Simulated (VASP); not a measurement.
**How U changes Sm2SeO2**

Wanted: how far the results for Sm2SeO2 hang on the Hubbard correction. The start is a cell from a database of measured crystal structures.

Program: VASP 6.6.1. Level of theory: PBEsol, spin-polarised from a ferromagnetic start; plane waves and PAW (Sm, Se, O), in the first sound run; inputs show where later runs differ. Results are calculated unless marked as measured.

### Step 1. Set-up

Symmetry: P-3m1, No. 164, trigonal system. The conventional cell has a = 3.916 Å, b = 3.916 Å, c = 6.912 Å, α = 90.00°, β = 90.00°, γ = 120.00°. Nearest to Sm lie 4 O at 2.28 to 2.34 Å and 3 Se at 3.02 Å. Nearest to Se lie 6 Sm at 3.02 Å. Nearest to O lie 4 Sm at 2.28 to 2.34 Å. Farther neighbours and most contacts between anions are not listed.

Coordinates:

```cif
data_structure
_symmetry_space_group_name_H-M 'P-3m1'
_symmetry_Int_Tables_number 164
_cell_length_a 3.9160
_cell_length_b 3.9160
_cell_length_c 6.9120
_cell_angle_alpha 90.000
_cell_angle_beta 90.000
_cell_angle_gamma 120.000
_cell_volume 91.80
loop_
_atom_site_label
_atom_site_type_symbol
_atom_site_symmetry_multiplicity
_atom_site_Wyckoff_symbol
_atom_site_fract_x
_atom_site_fract_y
_atom_site_fract_z
_atom_site_occupancy
Sm1 Sm 2 d 0.66667 0.33333 0.71000 1
Se1 Se 1 a 0.00000 0.00000 0.00000 1
O1 O 2 d 0.66667 0.33333 0.38000 1
```

### Step 2. Series over U, start order fm, U 0

U penalises partly filled orbitals; repeating the run over U shows how far moments and gap depend on it.

INCAR reads:

```
SYSTEM = Sm2SeO2
PREC = Accurate
ENCUT = 480
EDIFF = 1E-06
NELM = 150
ISMEAR = 0
SIGMA = 0.05
LREAL = .FALSE.
ALGO = Normal
GGA = PS
NBANDS = 36
ISPIN = 2
MAGMOM = 5 5 0 0 0
LASPH = .TRUE.
LMAXMIX = 6
AMIX = 0.2
BMIX = 1E-04
AMIX_MAG = 0.8
BMIX_MAG = 1E-04
LORBIT = 11
LWAVE = .FALSE.
LCHARG = .FALSE.
KPAR = 2
NEDOS = 1200
```

POSCAR reads:

```
Sm2SeO2
1.0
    3.9160000000      0.0000000000      0.0000000000
   -1.9580000000      3.3913554812      0.0000000000
    0.0000000000      0.0000000000      6.9120000000
Sm Se O
2 1 2
Direct
    0.6666666667      0.3333333333      0.7100000000
    0.3333333333      0.6666666667      0.2900000000
    0.0000000000      0.0000000000      0.0000000000
    0.6666666667      0.3333333333      0.3800000000
    0.3333333333      0.6666666667      0.6200000000
```

KPOINTS reads:

```
Automatic mesh
0
Gamma
5 5 3
0 0 0
```

The projector-augmented-wave data sets are Sm, Se and O (PBE family, release 64).

On the command line:

```bash
$ mpirun -np 2 vasp_std
```

What it wrote:

```text
[banner, memory and clock lines left out]
running    2 mpi-ranks, on    1 nodes
 distrk:  each k-point on    1 cores,    2 groups
 distr:  one band on    1 cores,    1 groups

 POSCAR found type information on POSCAR SmSeO
 POSCAR found :  3 types and       5 ions
|                                                                             |
|               ----> ADVICE to this user running VASP <----                  |
|                                                                             |
|     You enforced a specific xc type in the INCAR file but a different       |
|     [... a line on the potential file left out ...]
|     I HOPE YOU KNOW WHAT YOU ARE DOING!                                     |
|                                                                             |

 LDA part: xc-table for (Slater+PW92), standard interpolation
 POSCAR, INCAR and KPOINTS ok, starting setup
 FFT: planning ... GRIDC
 FFT: planning ... GRID_SOFT
 FFT: planning ... GRID
 WAVECAR not read
 entering main loop
       N       E                     dE             d eps       ncg     rms          rms(c)
DAV:   1     0.444574154789E+03    0.44457E+03   -0.17663E+04  2408   0.541E+03
DAV:   2     0.880957229761E+02   -0.35648E+03   -0.30810E+03  2500   0.489E+02
DAV:   3    -0.324002333288E+02   -0.12050E+03   -0.11162E+03  2836   0.273E+02
DAV:   4    -0.473173188139E+02   -0.14917E+02   -0.14689E+02  3108   0.968E+01
DAV:   5    -0.493455570167E+02   -0.20282E+01   -0.19655E+01  3364   0.317E+01    0.550E+01
DAV:   6    -0.472121621098E+02    0.21334E+01   -0.23521E+01  2944   0.888E+01    0.105E+02
DAV:   7    -0.478820400126E+02   -0.66988E+00   -0.55741E+00  3120   0.116E+01    0.664E+01
DAV:   8    -0.475002810348E+02    0.38176E+00   -0.20397E+00  2704   0.362E+01    0.464E+01
DAV:   9    -0.492887237803E+02   -0.17884E+01   -0.22329E+00  2696   0.484E+01    0.523E+01
DAV:  10    -0.477734606746E+02    0.15153E+01   -0.11642E+01  2456   0.981E+01    0.196E+01
DAV:  11    -0.480606140922E+02   -0.28715E+00   -0.15598E+00  3400   0.939E+00    0.945E+00
DAV:  12    -0.476559494585E+02    0.40466E+00   -0.41502E-01  2808   0.168E+01    0.900E+00
DAV:  13    -0.475454497458E+02    0.11050E+00   -0.18467E-01  3112   0.628E+00    0.108E+01
DAV:  14    -0.474811965153E+02    0.64253E-01   -0.14322E-01  3360   0.632E+00    0.120E+01
DAV:  15    -0.474712164927E+02    0.99800E-02   -0.57868E-02  3416   0.422E+00    0.120E+01
DAV:  16    -0.474712786546E+02   -0.62162E-04   -0.27737E-02  3400   0.122E+00    0.108E+01
DAV:  17    -0.474755788552E+02   -0.43002E-02   -0.61657E-03  3296   0.139E+00    0.930E+00
DAV:  18    -0.474727564960E+02    0.28224E-02   -0.17534E-03  3288   0.110E+00    0.977E+00
DAV:  19    -0.474727249799E+02    0.31516E-04   -0.15660E-03  3136   0.546E-01    0.100E+01
DAV:  20    -0.474706976565E+02    0.20273E-02   -0.41067E-03  3184   0.131E+00    0.108E+01
DAV:  21    -0.474696299519E+02    0.10677E-02   -0.25346E-03  3248   0.927E-01    0.115E+01
DAV:  22    -0.474697166991E+02   -0.86747E-04   -0.99009E-04  3040   0.129E-01    0.114E+01
DAV:  23    -0.474699920445E+02   -0.27535E-03   -0.11313E-04  3056   0.245E-01    0.113E+01
DAV:  24    -0.474701194393E+02   -0.12739E-03   -0.24760E-04  3152   0.242E-01    0.115E+01
DAV:  25    -0.474698204831E+02    0.29896E-03   -0.43163E-04  2996   0.479E-01    0.121E+01
DAV:  26    -0.474697792213E+02    0.41262E-04   -0.93788E-05  3304   0.157E-01    0.125E+01
DAV:  27    -0.474704250378E+02   -0.64582E-03   -0.19831E-04  2908   0.418E-01    0.125E+01
DAV:  28    -0.474703944804E+02    0.30557E-04   -0.61196E-05  3184   0.876E-02    0.127E+01
DAV:  29    -0.474704139886E+02   -0.19508E-04   -0.45605E-06  2168   0.227E-02    0.128E+01
DAV:  30    -0.474703995247E+02    0.14464E-04   -0.24427E-06  1528   0.300E-02    0.128E+01
[...]
DAV:  36    -0.474689394959E+02    0.98609E-03   -0.76184E-04  3104   0.428E-01    0.743E+00
DAV:  37    -0.474685484605E+02    0.39104E-03   -0.96851E-04  3144   0.419E-01    0.473E+00
DAV:  38    -0.474685039574E+02    0.44503E-04   -0.81434E-04  3344   0.277E-01    0.223E+00
DAV:  39    -0.474685248016E+02   -0.20844E-04   -0.29565E-04  3184   0.992E-02    0.133E+00
DAV:  40    -0.474685005684E+02    0.24233E-04   -0.72374E-05  2808   0.118E-01    0.108E+00
DAV:  41    -0.474684964404E+02    0.41280E-05   -0.16484E-05  2888   0.300E-02    0.106E+00
DAV:  42    -0.474684876261E+02    0.88143E-05   -0.21010E-06  1440   0.315E-02    0.937E-01
DAV:  43    -0.474685052618E+02   -0.17636E-04   -0.41817E-05  1664   0.122E-01    0.925E-01
DAV:  44    -0.474684892492E+02    0.16013E-04   -0.71634E-05  2816   0.138E-01    0.699E-01
DAV:  45    -0.474684652474E+02    0.24002E-04   -0.23019E-05  2148   0.521E-02    0.682E-01
DAV:  46    -0.474684601111E+02    0.51363E-05   -0.64744E-06  1960   0.225E-02    0.664E-01
DAV:  47    -0.474684595829E+02    0.52820E-06   -0.14208E-06  1604   0.185E-02
   1 F= -.47468460E+02 E0= -.47459547E+02  d E =-.178248E-01  mag=    10.0024
```

Run time: 95 s. Hardware: 2 MPI ranks of Intel Xeon 6975P-C (Granite Rapids), shared host; peak memory 0.52 GiB; 3.1 min of CPU time.

Lines that name or quote the potential files are left out of all logs, and their timing lines are given in words.

Parts of OUTCAR (step 2):

```text
ion  position               nearest neighbor table
   1  0.667  0.333  0.710-   4 2.28   5 2.34   5 2.34   5 2.34   3 3.02   3 3.02   3 3.02
   2  0.333  0.667  0.290-   5 2.28   4 2.34   4 2.34   4 2.34   3 3.02   3 3.02   3 3.02
   3  0.000  0.000  0.000-   1 3.02   2 3.02   2 3.02   1 3.02   1 3.02   2 3.02
   4  0.667  0.333  0.380-   1 2.28   2 2.34   2 2.34   2 2.34
   5  0.333  0.667  0.620-   2 2.28   1 2.34   1 2.34   1 2.34

  LATTYP: Found a hexagonal cell.
 ALAT       =     3.9160000000
 C/A-ratio  =     1.7650663943

 Subroutine GETGRP returns: Found 12 space group operations
 (whereof 12 operations were pure point group operations)

The static configuration has the point symmetry D_3d.

 Found     12 irreducible k-points:

   k-points           NKPTS =     12   k-points in BZ     NKDIM =     12   number of bands    NBANDS=     36

   dimension x,y,z NGX =    28 NGY =   28 NGZ =   50
   dimension x,y,z NGXF=    56 NGYF=   56 NGZF=  100

   ENCUT  =  480.0 eV  35.28 Ry    5.94 a.u.   7.00  7.00 12.35*2*pi/ulx,y,z

   NELECT =      50.0000    total number of electrons

 k-points in reciprocal lattice and weights: Automatic mesh
   0.00000000  0.00000000  0.00000000       0.013
   0.20000000  0.00000000  0.00000000       0.080
   0.40000000  0.00000000  0.00000000       0.080
   0.20000000  0.20000000  0.00000000       0.080
   0.40000000  0.20000000  0.00000000       0.080
   0.00000000  0.00000000  0.33333333       0.027
   0.20000000  0.00000000  0.33333333       0.080
   0.00000000  0.20000000  0.33333333       0.080
   0.40000000  0.00000000  0.33333333       0.080
   0.00000000  0.40000000  0.33333333       0.080
   0.20000000  0.20000000  0.33333333       0.160
   0.40000000  0.20000000  0.33333333       0.160

 average (electrostatic) potential at core
       1 -41.0638       2 -41.0638       3 -53.9433       4 -71.4728       5 -71.4728

 E-fermi :   3.0462

 spin component 1
 k-point     1 :       0.0000    0.0000    0.0000
  band No.  band energies     occupation
    ...
     26       2.8112      1.00000
     27       2.8112      1.00000
     28       2.8696      1.00000
     29       2.8696      1.00000
     30       2.8963      0.99999
     31       3.2139      0.00000
     32       3.4757      0.00000
     33       3.5770      0.00000
     34       3.5770      0.00000
     35       5.9445      0.00000
    ...

 k-point     2 :       0.2000    0.0000    0.0000
  band No.  band energies     occupation
    ...
     26       2.8701      1.00000
     27       2.8785      1.00000
     28       2.8791      1.00000
     29       2.9122      0.99993
     30       2.9450      0.99791
     31       3.1177      0.02165
     32       3.2399      0.00000
     33       3.3234      0.00000
     34       3.4587      0.00000
     35       6.5115      0.00000
    ...

 k-point     3 :       0.4000    0.0000    0.0000
  band No.  band energies     occupation
    ...
     27       2.8648      1.00000
     28       2.9153      0.99989
     29       2.9459      0.99773
     30       3.0371      0.60208
     31       3.0378      0.59404
     32       3.1622      0.00052
     33       3.2064      0.00000
     34       3.3447      0.00000
     35       6.1786      0.00000
     36       7.6790      0.00000

 k-point     4 :       0.2000    0.2000    0.0000
  band No.  band energies     occupation
    ...
     26       2.8896      1.00000
     27       2.8910      0.99999
     28       2.9063      0.99996
     29       2.9285      0.99957
     30       2.9423      0.99836
     31       3.0818      0.15712
     32       3.1119      0.03159
     33       3.1967      0.00001
     34       3.3640      0.00000
     35       6.3889      0.00000
    ...

 k-point     5 :       0.4000    0.2000    0.0000
  band No.  band energies     occupation
    ...
     27       2.8478      1.00000
     28       2.8966      0.99999
     29       2.9178      0.99986
     30       3.0019      0.89489
     31       3.0461      0.50141
     32       3.0724      0.22954
     33       3.2305      0.00000
     34       3.2976      0.00000
     35       5.7519      0.00000
     36       7.9920      0.00000

 k-point     6 :       0.0000    0.0000    0.3333
  band No.  band energies     occupation
    ...
     26       2.7746      1.00000
     27       2.8139      1.00000
     28       2.8861      1.00000
     29       2.8861      1.00000
     30       2.8904      0.99999
     31       3.2328      0.00000
     32       3.3516      0.00000
     33       3.6422      0.00000
     34       3.6422      0.00000
     35       6.3422      0.00000
    ...

  Total       -1.5634545     -1.5634545     -1.0357811      0.0000000      0.0000000      0.0000000
  in kB      -27.2882756    -27.2882756    -18.0783522      0.0000000      0.0000000      0.0000000
  external PRESSURE =     -24.2183011 kB  Pullay stress =       0.0000000 kB

  energy-cutoff  :      480.00
  volume of cell :       91.80
      direct lattice vectors                 reciprocal lattice vectors
     3.916000000  0.000000000  0.000000000     0.255362615  0.147433674  0.000000000
    -1.958000000  3.391355481  0.000000000     0.000000000  0.294867349  0.000000000
     0.000000000  0.000000000  6.912000000     0.000000000  0.000000000  0.144675926

 POSITION                                       TOTAL-FORCE (eV/Angst)
 -----------------------------------------------------------------------------------
      1.95800      1.13045      4.90752         0.000000      0.000000     -0.265033
     -0.00000      2.26090      2.00448        -0.000000      0.000000      0.265033
      0.00000      0.00000      0.00000         0.000000      0.000000     -0.000000
      1.95800      1.13045      2.62656        -0.000000      0.000000     -0.352454
     -0.00000      2.26090      4.28544        -0.000000      0.000000      0.352454
 -----------------------------------------------------------------------------------
    total drift:                                0.000000     -0.000000      0.000000

  FREE ENERGIE OF THE ION-ELECTRON SYSTEM (eV)
  ---------------------------------------------------
  free  energy   TOTEN  =       -47.4684595829 eV

  energy  without entropy=      -47.4506347643  energy(sigma->0) =      -47.45954717

 total charge
# of ion       s       p       d       f       tot
--------------------------------------------------
    1        2.024   5.656   0.528   5.284  13.493
    2        2.024   5.656   0.528   5.284  13.493
    3        1.443   2.442   0.013   0.000   3.898
    4        1.568   3.422   0.000   0.000   4.990
    5        1.568   3.422   0.000   0.000   4.990
--------------------------------------------------
tot          8.627  20.599   1.070  10.568  40.864

 magnetization (x)
# of ion       s       p       d       f       tot
--------------------------------------------------
    1       -0.013  -0.084   0.057   5.117   5.077
    2       -0.013  -0.084   0.057   5.117   5.077
    3       -0.008  -0.182   0.003   0.000  -0.186
    4       -0.005  -0.142   0.000   0.000  -0.147
    5       -0.005  -0.142   0.000   0.000  -0.147
--------------------------------------------------
tot         -0.045  -0.633   0.118  10.233   9.673

[... 6 further parts left out ...]
```

The magnetic state follows from one typed start and may not be the lowest. The k-mesh is coarse for a metal. Without U or exact exchange the f electrons of Sm come out too delocalised, which can shrink the cell and pin f bands at the Fermi level. The PAW data sets were made with PBE, which is usual practice but a small mismatch for other functionals. Oxides and halides of Sm are often magnetic insulators, and a metal at this level, without U or exact exchange, may be an artefact, though some of them are metals in fact.

Numbers from this step:

* electronic cycles: 47
* electrons: 50
* free energy (TOTEN): -47.47 eV
* energy at zero smearing: -47.46 eV
* Fermi energy: 3.046 eV
* moment of the cell, from the last line of the log: 10.00 μB
* labelled metallic, from the levels on this mesh: yes

Spin moment in the PAW sphere by atom:

| atom | spin moment in the PAW sphere (μB) |
| --- | --- |
| Sm1 | 5.08 |
| Sm2 | 5.08 |
| Se3 | -0.19 |
| O4 | -0.15 |
| O5 | -0.15 |

Force by atom:

| atom | x (eV/Å) | y (eV/Å) | z (eV/Å) | size |
| --- | --- | --- | --- | --- |
| Sm1 | 0.000 | 0.000 | -0.265 | 0.265 |
| Sm2 | 0.000 | 0.000 | 0.265 | 0.265 |
| Se3 | 0.000 | 0.000 | 0.000 | 0.000 |
| O4 | 0.000 | 0.000 | -0.352 | 0.352 |
| O5 | 0.000 | 0.000 | 0.352 | 0.352 |

EDIFF was met while the residual of the charge density, rms(c), still stood at 0.07, so the density had not settled and the numbers of this run are doubtful.

Energy at zero smearing: -47.45955 eV.

(Continued in part 2 of 5.)

[Lines on the potential files, build, host, timing and source positions are cut from VASP's logs without a mark.]

[Logs are printed without paths, hosts, clocks, repeated set-up lines and the standing remarks that a program may print on its own settings, such as how far it seeks lower states.]

[Hosts, paths, dates, database ids (printed as entryN), source tags and the programs' standing remarks are cut or masked in the printed files.]

[In band tables of VASP the shares of atoms and orbitals are scaled to a sum of 1 inside the atoms' spheres.]

[Runs that stopped without an error message from VASP are left out.]
